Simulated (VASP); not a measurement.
Level of theory: PBE GGA with spin-orbit coupling, VASP's PBE PAW potentials (set 64) (plane waves; VASP 6.6.1).

VASP ran on this input.

POSCAR:
```
SbMo
1
    4.2952080000     0.0000000000     0.0000000000
   -2.1476040000     3.7197590000     0.0000000000
    0.0000000000     0.0000000000     5.9864690000
Mo Sb
2 2
Direct
  0.0000000000   0.0000000000   0.0000000000
  0.0000000000   0.0000000000   0.5000000000
  0.3333330000   0.6666670000   0.2500000000
  0.6666670000   0.3333330000   0.7500000000
```

KPOINTS:
```
K-points
0
Gamma
  5 5 3
```

**INCAR**
```
SYSTEM=SbMo
PREC=Accurate; ENCUT=300; LREAL=.FALSE.
LASPH=.TRUE.
EDIFF=1E-6; NELM=100; ALGO=Normal
LMAXMIX=4
ISMEAR=0; SIGMA=0.05
GGA=PE; GGA_COMPAT=.FALSE.
MAGMOM=12*0.0; LSORBIT=.TRUE.; LNONCOLLINEAR=.TRUE.
ISIF=2
LWAVE=.FALSE.; LCHARG=.FALSE.; LORBIT=11
```

POTCAR, in this order: Mo_sv Sb (PBE.64 set). Program: vasp_ncl.

Output

### OSZICAR
```
       N       E                     dE             d eps       ncg     rms          rms(c)
DAV:   1     0.240105110903E+03    0.24011E+03   -0.15620E+04  1240   0.997E+02
DAV:   2    -0.150389662104E+02   -0.25514E+03   -0.24814E+03  1150   0.321E+02
DAV:   3    -0.290645057289E+02   -0.14026E+02   -0.13395E+02  1154   0.624E+01
DAV:   4    -0.296231838492E+02   -0.55868E+00   -0.54131E+00  1248   0.110E+01
DAV:   5    -0.296428389158E+02   -0.19655E-01   -0.19297E-01  1168   0.168E+00    0.125E+01
DAV:   6    -0.287237888429E+02    0.91905E+00   -0.90620E+00  1020   0.163E+01    0.356E+00
DAV:   7    -0.285665273656E+02    0.15726E+00   -0.11165E+00  1056   0.553E+00    0.313E+00
DAV:   8    -0.285406933904E+02    0.25834E-01   -0.12033E-01  1096   0.197E+00    0.948E-01
DAV:   9    -0.285395395510E+02    0.11538E-02   -0.95892E-03  1142   0.559E-01    0.303E-01
DAV:  10    -0.285394345907E+02    0.10496E-03   -0.75390E-04  1140   0.191E-01    0.137E-01
DAV:  11    -0.285395371719E+02   -0.10258E-03   -0.32432E-04  1108   0.156E-01    0.452E-02
DAV:  12    -0.285395523890E+02   -0.15217E-04   -0.34953E-05  1064   0.434E-02    0.148E-02
DAV:  13    -0.285395535117E+02   -0.11227E-05   -0.36544E-06   896   0.122E-02    0.657E-03
DAV:  14    -0.285395536643E+02   -0.15266E-06   -0.28955E-07   586   0.366E-03
   1 F= -.28539554E+02 E0= -.28535249E+02  d E =-.860914E-02  mag=    -0.0000     0.0000    -0.0000
```

OUTCAR:
```
------------------------ aborting loop because EDIFF is reached ----------------------------------------
  FORCE on cell =-STRESS in cart. coord.  units (eV):
  Direction    XX          YY          ZZ          XY          YZ          ZX
  --------------------------------------------------------------------------------------
  Total       -5.3060950     -5.3060943    -10.5632335      0.0000000      0.0000000      0.0000000
  in kB      -88.8824177    -88.8824061   -176.9447666      0.0000000      0.0000000      0.0000000
  external PRESSURE =    -118.2365301 kB  Pullay stress =       0.0000000 kB
  volume of cell :       95.65
      direct lattice vectors                 reciprocal lattice vectors
     4.295208000  0.000000000  0.000000000     0.232817596  0.134417310  0.000000000
    -2.147604000  3.719759000  0.000000000     0.000000000  0.268834621  0.000000000
     0.000000000  0.000000000  5.986469000     0.000000000  0.000000000  0.167043377
 POSITION                                       TOTAL-FORCE (eV/Angst)
 -----------------------------------------------------------------------------------
      0.00000      0.00000      0.00000         0.000000      0.000000      0.000000
      0.00000      0.00000      2.99323         0.000000      0.000000      0.000000
     -0.00000      2.47984      1.49662         0.000000     -0.000000     -0.000000
      2.14761      1.23992      4.48985        -0.000000      0.000000     -0.000000
 -----------------------------------------------------------------------------------
    total drift:                                0.000000      0.000000     -0.000000
  FREE ENERGIE OF THE ION-ELECTRON SYSTEM (eV)
  ---------------------------------------------------
  free  energy   TOTEN  =       -28.5395536643 eV

  energy  without entropy=      -28.5309445290  energy(sigma->0) =      -28.53524910

 total charge

# of ion       s       p       d       tot
------------------------------------------
    1        2.251   6.093   3.878  12.222
    2        2.251   6.093   3.878  12.222
    3        1.107   1.258   0.056   2.421
    4        1.107   1.258   0.056   2.421
--------------------------------------------------
tot          6.717  14.703   7.867  29.287

 magnetization (x)

# of ion       s       p       d       tot
------------------------------------------
    1        0.000   0.000   0.000   0.000
    2       -0.000   0.000   0.000   0.000
    3        0.000   0.000  -0.000  -0.000
    4        0.000   0.000   0.000   0.000
--------------------------------------------------
tot          0.000   0.000   0.000   0.000

 magnetization (y)

# of ion       s       p       d       tot
------------------------------------------
    1        0.000   0.000  -0.000  -0.000
    2        0.000   0.000   0.000   0.000
    3        0.000   0.000  -0.000  -0.000
    4        0.000   0.000  -0.000  -0.000
--------------------------------------------------
tot          0.000   0.000  -0.000  -0.000

 magnetization (z)

# of ion       s       p       d       tot
------------------------------------------
    1        0.000   0.000  -0.000  -0.000
    2        0.000   0.000  -0.000  -0.000
    3        0.000   0.000   0.000   0.000
    4        0.000   0.000   0.000   0.000
--------------------------------------------------
tot          0.000   0.000  -0.000  -0.000

 Ion:    1  E_soc:     -0.2216754

 Ion:    2  E_soc:     -0.2216754

 Ion:    3  E_soc:     -0.1223073

 Ion:    4  E_soc:     -0.1223073
```
(Selected blocks of OUTCAR.)

At this cut-off the stress carries a Pulay error, which pulls relaxed volumes low.

The structure was generated: SbMo was put into an ordered model structure, which need not be its known phase. The cell was not relaxed at this level. The k-mesh is coarse (spacing up to 0.35 per Å, 2π included), so the numbers may not be converged in it. The run is one of a series of settings (GGA_COMPAT = .FALSE., LNONCOLLINEAR = .TRUE., LSORBIT = .TRUE., MAGMOM = 0.0 0.0 0.0 0.0 0.0 0.0 0.0 0.0 0.0 0.0 0.0 0.0, program vasp_ncl against the base run), some of them coarse on purpose.
